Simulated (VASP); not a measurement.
Computed with LDA (Ceperley-Alder, Perdew-Zunger), VASP's LDA PAW potentials (set 64) (plane waves; VASP).

VASP ran on this input.

**POSCAR**
```
CoAl
1
    2.7546578650     0.0000000000    -0.0000000000
   -0.0000000000     2.7546578650    -0.0000000000
    0.0000000000     0.0000000000     2.7546578650
Al Co
1 1
Direct
  0.5000000000   0.5000000000   0.5000000000
  0.0000000000   0.0000000000   0.0000000000
```

**INCAR**
```
! general
SYSTEM   =  CoAl
PREC     =  Accurate
ENCUT    =  500
LREAL    =  .False.   ! projection in real space or not
LASPH    =  .True.   ! aspherical one-centre terms

! electronic loop
EDIFF    =  1E-6   ! SCF stop (eV)
NELM     =  100
ALGO     =  Normal   ! blocked Davidson
LMAXMIX  =  4

! smearing
ISMEAR   =  1
SIGMA    =  0.1   ! width (eV)

! ions
IBRION   =  2   ! conjugate gradients
NSW      =  40   ! most ionic steps
ISIF     =  3   ! ions, shape and volume
EDIFFG   =  -0.02   ! ionic stop
PSTRESS  =  100   ! kbar

! output
LWAVE    =  .False.
LCHARG   =  .False.
```

File KPOINTS:
```
Automatic
0
Gamma
13 13 13
```

POTCAR, in this order: Al Co (LDA.64 set). Program: vasp_std.

Output

OSZICAR:
```
       N       E                     dE             d eps       ncg     rms          rms(c)
DAV:   1     0.362731763887E+02    0.36273E+02   -0.52608E+03  1680   0.126E+03
DAV:   2    -0.140549568254E+02   -0.50328E+02   -0.47756E+02  1690   0.194E+02
DAV:   3    -0.153401108513E+02   -0.12852E+01   -0.12776E+01  2002   0.408E+01
DAV:   4    -0.153616079060E+02   -0.21497E-01   -0.21488E-01  2062   0.474E+00
DAV:   5    -0.153622060324E+02   -0.59813E-03   -0.59811E-03  1964   0.769E-01    0.132E+01
DAV:   6    -0.172381333412E+02   -0.18759E+01   -0.61468E+01  1866   0.124E+02    0.154E+01
DAV:   7    -0.137250689673E+02    0.35131E+01   -0.27239E+01  1856   0.789E+01    0.210E+00
DAV:   8    -0.136988990456E+02    0.26170E-01   -0.20596E-01  1776   0.421E+00    0.121E+00
DAV:   9    -0.136817689090E+02    0.17130E-01   -0.47455E-02  2066   0.304E+00    0.304E-01
DAV:  10    -0.136813219435E+02    0.44697E-03   -0.11095E-03  2256   0.513E-01    0.155E-01
DAV:  11    -0.136813045793E+02    0.17364E-04   -0.25128E-05  1954   0.493E-02    0.151E-02
DAV:  12    -0.136812997254E+02    0.48538E-05   -0.16462E-05  1964   0.618E-02    0.615E-03
DAV:  13    -0.136812996632E+02    0.62221E-07   -0.40610E-07   878   0.693E-03
   1 F= -.12376654E+02 E0= -.12376438E+02  d E =-.123767E+02
```

### OUTCAR
```
------------------------ aborting loop because EDIFF is reached ----------------------------------------
  FORCE on cell =-STRESS in cart. coord.  units (eV):
  Direction    XX          YY          ZZ          XY          YZ          ZX
  --------------------------------------------------------------------------------------
  Total        1.3048429      1.3048429      1.3048429     -0.0000000      0.0000000     -0.0000000
  in kB      100.0151583    100.0151583    100.0151583     -0.0000000      0.0000000     -0.0000000
  external PRESSURE =       0.0151583 kB  Pullay stress =     100.0000000 kB
  volume of cell :       20.90
      direct lattice vectors                 reciprocal lattice vectors
     2.754657865  0.000000000  0.000000000     0.363021489  0.000000000  0.000000000
     0.000000000  2.754657865  0.000000000     0.000000000  0.363021489  0.000000000
     0.000000000  0.000000000  2.754657865     0.000000000  0.000000000  0.363021489
 POSITION                                       TOTAL-FORCE (eV/Angst)
 -----------------------------------------------------------------------------------
      1.37733      1.37733      1.37733         0.000000      0.000000      0.000000
      0.00000      0.00000      0.00000         0.000000      0.000000      0.000000
 -----------------------------------------------------------------------------------
    total drift:                               -0.000000      0.000000     -0.000000
  FREE ENERGIE OF THE ION-ELECTRON SYSTEM (eV)
  ---------------------------------------------------
  free  energy   TOTEN  =       -13.6812996632 eV

  energy  without entropy=      -13.6806507971  energy(sigma->0) =      -13.68108337
  enthalpy is  TOTEN    =       -12.3766544775 eV   P V=        1.3046451857

 reached required accuracy - stopping structural energy minimisation
```
(Selected blocks of OUTCAR.)

### OUTCAR
```
 val. band max:       11.6987962799   @ k =   0.4615   0.3846   0.3077

 cond. band min:      11.7234244574   @ k =   0.4615   0.3846   0.0769


 Fermi energy:        11.7135091990

 k-point     1 :       0.0000    0.0000    0.0000
  band No.  band energies     occupation
      1       0.0174      2.00000
      2       8.2490      2.00000
      3       8.2490      2.00000
      4      10.7917      2.00000
      5      10.7917      2.00000
      6      10.7917      2.00000
      7      18.2097      0.00000
      8      18.2097      0.00000
      9      18.2097      0.00000
     10      20.9790      0.00000

 k-point     2 :       0.0769    0.0000    0.0000
  band No.  band energies     occupation
      1       0.1380      2.00000
      2       8.2438      2.00000
      3       8.2846      2.00000
      4      10.7224      2.00000
      5      10.7224      2.00000
      6      10.7993      2.00000
      7      17.1128      0.00000
      8      18.3778      0.00000
      9      18.3778      0.00000
     10      20.9502      0.00000

 k-point     3 :       0.1538    0.0000    0.0000
  band No.  band energies     occupation
      1       0.4971      2.00000
      2       8.1911      2.00000
      3       8.3848      2.00000
      4      10.5401      2.00000
      5      10.5401      2.00000
      6      10.8204      2.00000
      7      15.3723      0.00000
      8      18.8576      0.00000
      9      18.8576      0.00000
     10      20.8658      0.00000

 k-point     4 :       0.2308    0.0000    0.0000
  band No.  band energies     occupation
      1       1.0856      2.00000
      2       7.9721      2.00000
      3       8.5312      2.00000
      4      10.3036      2.00000
      5      10.3036      2.00000
      6      10.8503      2.00000
      7      13.8186      0.00000
      8      19.5927      0.00000
      9      19.5927      0.00000
     10      20.7345      0.00000

 k-point     5 :       0.3077    0.0000    0.0000
...
```

The compound is CoAl in the CsCl type structure. It was relaxed first under an external pressure of 10 GPa. The run is not spin-polarised, so no magnetic state was tried.
